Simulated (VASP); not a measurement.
Computed with LDA (Ceperley-Alder, Perdew-Zunger), VASP's LDA PAW potentials (set 64) (plane waves; VASP).

Input for VASP

File POSCAR:
```
Mo
1.0
 -1.5575918411   1.5575918411   1.5575918411
  1.5575918411  -1.5575918411   1.5575918411
  1.5575918411   1.5575918411  -1.5575918411
Mo
1
Cartesian
  0.0000000000   0.0000000000   0.0000000000
```

### KPOINTS
```
Automatic mesh
0
Gamma
16 16 16
0 0 0
```

### INCAR
```
# general
SYSTEM  = Mo
PREC    = Accurate
ENCUT   = 500   # plane-wave cut-off (eV)
LREAL   = .FALSE.   # projection in real space or not
LASPH   = .TRUE.   # aspherical one-centre terms

# electronic loop
EDIFF   = 1E-6   # SCF stop (eV)
NELM    = 100
ALGO    = Normal   # blocked Davidson
LMAXMIX = 4

# smearing
ISMEAR  = 1   # Methfessel-Paxton
SIGMA   = 0.1   # width (eV)

# ions
IBRION  = 2
NSW     = 40
ISIF    = 3   # ions, shape and volume
EDIFFG  = -0.02

# output
LWAVE   = .FALSE.
LCHARG  = .FALSE.
```

POTCAR, in this order: Mo_sv (LDA.64 set). Program: vasp_std.

What VASP printed:

**OUTCAR**
```
 ion  position               nearest neighbor table
   1  0.000  0.000  0.000-
  LATTYP: Found a body centered cubic cell.
 ALAT       =     3.1151836822
 Subroutine PRICEL returns:
 Original cell was already a primitive cell.
 Subroutine GETGRP returns: Found 48 space group operations
The static configuration has the point symmetry O_h .
The dynamic configuration has the point symmetry O_h .
 Subroutine INISYM returns: Found 48 space group operations
 Subroutine IBZKPT returns following result:
 Found    145 irreducible k-points:

 Following reciprocal coordinates:
            Coordinates               Weight
  0.000000  0.000000  0.000000      1.000000
  0.062500  0.000000  0.000000     12.000000
  0.125000  0.000000  0.000000     12.000000
  0.187500  0.000000  0.000000     12.000000
  0.250000  0.000000  0.000000     12.000000
  0.312500  0.000000  0.000000     12.000000
  0.375000  0.000000  0.000000     12.000000
  0.437500  0.000000  0.000000     12.000000
  0.500000  0.000000  0.000000      6.000000
  0.062500  0.062500  0.000000     24.000000
  0.125000  0.062500 -0.000000     48.000000
  0.187500  0.062500  0.000000     48.000000
  0.250000  0.062500 -0.000000     48.000000
  0.312500  0.062500  0.000000     48.000000
  0.375000  0.062500  0.000000     48.000000
  0.437500  0.062500  0.000000     48.000000
  0.125000  0.125000  0.000000     24.000000
  0.187500  0.125000  0.000000     48.000000
  0.250000  0.125000 -0.000000     48.000000
  0.312500  0.125000  0.000000     48.000000
  0.375000  0.125000  0.000000     48.000000
  0.437500  0.125000  0.000000     24.000000
  0.187500  0.187500  0.000000     24.000000
  0.250000  0.187500  0.000000     48.000000
  0.312500  0.187500  0.000000     48.000000
...
```

### OSZICAR
```
       N       E                     dE             d eps       ncg     rms          rms(c)
DAV:   1     0.954510809766E+02    0.95451E+02   -0.80446E+03  3198   0.129E+03
DAV:   2    -0.114323544828E+02   -0.10688E+03   -0.10321E+03  3367   0.353E+02
DAV:   3    -0.128474757270E+02   -0.14151E+01   -0.14034E+01  3688   0.418E+01
DAV:   4    -0.128513648468E+02   -0.38891E-02   -0.38888E-02  3461   0.250E+00
DAV:   5    -0.128513857285E+02   -0.20882E-04   -0.20881E-04  3727   0.183E-01    0.168E+01
DAV:   6    -0.122327301605E+02    0.61866E+00   -0.10494E+00  3445   0.128E+01    0.442E+00
DAV:   7    -0.121429695210E+02    0.89761E-01   -0.19356E-01  3695   0.503E+00    0.911E-01
DAV:   8    -0.121360410927E+02    0.69284E-02   -0.52027E-03  3334   0.993E-01    0.224E-01
DAV:   9    -0.121360434905E+02   -0.23978E-05   -0.12543E-04  3834   0.152E-01    0.890E-02
DAV:  10    -0.121360555037E+02   -0.12013E-04   -0.90430E-06  3502   0.390E-02    0.131E-03
DAV:  11    -0.121360555023E+02    0.14099E-08   -0.97615E-08  1991   0.460E-03
   1 F= -.12136056E+02 E0= -.12136167E+02  d E =-.121361E+02
```

### OUTCAR
```
------------------------ aborting loop because EDIFF is reached ----------------------------------------
  FORCE on cell =-STRESS in cart. coord.  units (eV):
  Direction    XX          YY          ZZ          XY          YZ          ZX
  --------------------------------------------------------------------------------------
  Total       -0.0004913     -0.0004913     -0.0004913     -0.0000000     -0.0000000      0.0000000
  in kB       -0.0520757     -0.0520757     -0.0520757     -0.0000000     -0.0000000      0.0000000
  external PRESSURE =      -0.0520757 kB  Pullay stress =       0.0000000 kB
  volume of cell :       15.12
      direct lattice vectors                 reciprocal lattice vectors
    -1.557591841  1.557591841  1.557591841     0.000000000  0.321008358  0.321008358
     1.557591841 -1.557591841  1.557591841     0.321008358  0.000000000  0.321008358
     1.557591841  1.557591841 -1.557591841     0.321008358  0.321008358  0.000000000
 POSITION                                       TOTAL-FORCE (eV/Angst)
 -----------------------------------------------------------------------------------
      0.00000      0.00000      0.00000         0.000000      0.000000      0.000000
 -----------------------------------------------------------------------------------
    total drift:                                0.000000     -0.000000      0.000000
  FREE ENERGIE OF THE ION-ELECTRON SYSTEM (eV)
  ---------------------------------------------------
  free  energy   TOTEN  =       -12.1360555023 eV

  energy  without entropy=      -12.1363892696  energy(sigma->0) =      -12.13616676

 reached required accuracy - stopping structural energy minimisation
```
(Selected blocks of OUTCAR.)

The compound is Mo in the bcc structure. It was relaxed first.
